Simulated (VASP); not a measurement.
Input of a VASP 6.6.1 run:

Contents of run.py:

```python
from ase.calculators.vasp import Vasp
from ase.dft.bandgap import bandgap
from ase.spacegroup import crystal

atoms = crystal(
    ['Lu', 'In', 'Mn'],
    basis=[[0.0, 0.0, 0.0], [0.6666666667, 0.3333333333, 0.5], [0.3333333333, 0.6666666667, 0.5]],
    spacegroup=187,
    setting=1,
    cellpar=[4.73655975, 4.73655975, 3.400741, 90.0, 90.0, 120.0],
    primitive_cell=True,
)
atoms.set_initial_magnetic_moments([0.0, 0.0, 4.0])
calc = Vasp(
    directory='calc',
    xc='lda',
    pp='PBE',
    setups={'base': 'minimal', 'Lu': '_3', 'In': '_d', 'Mn': '_sv'},
    prec='Accurate',
    encut=600,
    ediff=1e-06,
    ismear=0,
    sigma=0.1,
    lreal=False,
    lasph=True,
    nelm=150,
    algo='Normal',
    isif=2,
    lwave=False,
    lcharg=False,
    ispin=2,
    lorbit=11,
    lmaxmix=4,
    kpts=[7, 7, 8],
    gamma=True,
    nbands=30,
)
atoms.calc = calc

print('energy (eV):', atoms.get_potential_energy())
print('free energy (eV):', atoms.get_potential_energy(force_consistent=True))
print('forces (eV/A):')
print(atoms.get_forces())
print('stress (eV/A^3, Voigt):', atoms.get_stress())
print('Fermi level (eV):', calc.get_fermi_level())
print('moment (muB):', atoms.get_magnetic_moment())
print('site moments (muB):', atoms.get_magnetic_moments())
gap, top, bottom = bandgap(calc)
print('band gap (eV):', gap, 'from (spin, k, band)', top, 'to', bottom)
```

Potentials or basis: VASP PAW PBE potentials, release 64 (Lu_3, In_d, Mn_sv), 4f in core.

The run is started by

```console
$ python run.py
```

(1) Estimate the net moment.

(2) Predict the pressure.

## Answers

(1) 3.51 μB per cell.

(2) -0.5 GPa.

Caveat: ASE's xc='lda' writes no GGA tag, so the PBE potentials set the functional and the run is PBE; spin-orbit coupling is left out, which moves the levels of the heavy elements.
